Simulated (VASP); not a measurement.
All values below come from rev-vdW-DF2, VASP's PBE PAW potentials (set 64) (plane waves; VASP).

VASP input:

### POSCAR
```
Fe
1
   -1.4161988620     1.4161988620     1.4161988620
    1.4161988620    -1.4161988620     1.4161988620
    1.4161988620     1.4161988620    -1.4161988620
Fe
1
Direct
  0.0000000000   0.0000000000   0.0000000000
```

### INCAR
```
! general
SYSTEM  =Fe
PREC    =Accurate
ENCUT   =520   ! plane-wave cut-off (eV)
LREAL   =.FALSE.
LASPH   =.TRUE.

! electronic loop
EDIFF   =1E-7   ! SCF stop (eV)
NELM    =100
ALGO    =Normal
LMAXMIX =4

! smearing
ISMEAR  =1   ! Methfessel-Paxton
SIGMA   =0.1   ! width (eV)

! functional
GGA     =MK
LUSE_VDW=.TRUE.
AGGAC   =0.0
PARAM1  =0.1234568
PARAM2  =0.7114
ZAB_VDW =-1.8867

! spin
ISPIN   =2
MAGMOM  =2.1

! ions
ISIF    =2   ! forces and stress, cell fixed

! output
LWAVE   =.FALSE.
LCHARG  =.FALSE.
LORBIT  =10
```

**KPOINTS**
```
Automatic mesh
0
Gamma
18 18 18
```

POTCAR, in this order: Fe (PBE.64 set). Program: vasp_std.

Output

### OSZICAR
```
       N       E                     dE             d eps       ncg     rms          rms(c)
DAV:   1     0.170124678481E+02    0.17012E+02   -0.40989E+03  7388   0.107E+03
DAV:   2    -0.689451462056E+01   -0.23907E+02   -0.22431E+02  7132   0.127E+02
DAV:   3    -0.721357451277E+01   -0.31906E+00   -0.31805E+00  7853   0.202E+01
DAV:   4    -0.721503676716E+01   -0.14623E-02   -0.14621E-02  7660   0.128E+00
DAV:   5    -0.721505022290E+01   -0.13456E-04   -0.13455E-04  7678   0.110E-01    0.113E+01
DAV:   6    -0.624607826584E+01    0.96897E+00   -0.13205E+01  7429   0.582E+01    0.539E+00
DAV:   7    -0.616980593255E+01    0.76272E-01   -0.88611E-01  7417   0.147E+01    0.316E+00
DAV:   8    -0.616393915707E+01    0.58668E-02   -0.74929E-03  8734   0.735E-01    0.143E+00
DAV:   9    -0.615644936653E+01    0.74898E-02   -0.81209E-03  8864   0.760E-01    0.441E-01
DAV:  10    -0.615656539970E+01   -0.11603E-03   -0.26729E-03  8920   0.603E-01    0.217E-01
DAV:  11    -0.615680627952E+01   -0.24088E-03   -0.26752E-04  7679   0.231E-01    0.433E-02
DAV:  12    -0.615682089196E+01   -0.14612E-04   -0.26010E-05  8802   0.645E-02    0.122E-02
DAV:  13    -0.615682243550E+01   -0.15435E-05   -0.25092E-06  8119   0.163E-02    0.180E-02
DAV:  14    -0.615682101313E+01    0.14224E-05   -0.19947E-06  8137   0.156E-02    0.115E-03
DAV:  15    -0.615682086632E+01    0.14682E-06   -0.24878E-08  3588   0.197E-03    0.610E-04
DAV:  16    -0.615682078096E+01    0.85351E-07   -0.49971E-09  3551   0.798E-04
   1 F= -.61568208E+01 E0= -.61567367E+01  d E =-.252171E-03  mag=     2.1667
```

OUTCAR:
```
------------------------ aborting loop because EDIFF is reached ----------------------------------------
  FORCE on cell =-STRESS in cart. coord.  units (eV):
  Direction    XX          YY          ZZ          XY          YZ          ZX
  --------------------------------------------------------------------------------------
  Total       -0.3784177     -0.3784177     -0.3784177      0.0000000     -0.0000000      0.0000000
  in kB      -53.3641196    -53.3641196    -53.3641196      0.0000000     -0.0000000      0.0000000
  external PRESSURE =     -53.3641196 kB  Pullay stress =       0.0000000 kB
  volume of cell :       11.36
      direct lattice vectors                 reciprocal lattice vectors
    -1.416198862  1.416198862  1.416198862     0.000000000  0.353057761  0.353057761
     1.416198862 -1.416198862  1.416198862     0.353057761  0.000000000  0.353057761
     1.416198862  1.416198862 -1.416198862     0.353057761  0.353057761  0.000000000
 POSITION                                       TOTAL-FORCE (eV/Angst)
 -----------------------------------------------------------------------------------
      0.00000      0.00000      0.00000         0.000000     -0.000000     -0.000000
 -----------------------------------------------------------------------------------
    total drift:                                0.000000     -0.000000      0.000000
  FREE ENERGIE OF THE ION-ELECTRON SYSTEM (eV)
  ---------------------------------------------------
  free  energy   TOTEN  =        -6.1568207810 eV

  energy  without entropy=       -6.1565686103  energy(sigma->0) =       -6.15673672

 total charge

# of ion       s       p       d       tot
------------------------------------------
    1        0.488   0.536   6.258   7.282

 magnetization (x)

# of ion       s       p       d       tot
------------------------------------------
    1       -0.013  -0.050   2.218   2.155
```
(Selected blocks of OUTCAR.)

The compound is Fe in the bcc structure. This cell is one point of a volume scan, at 1.03 of the reference volume.
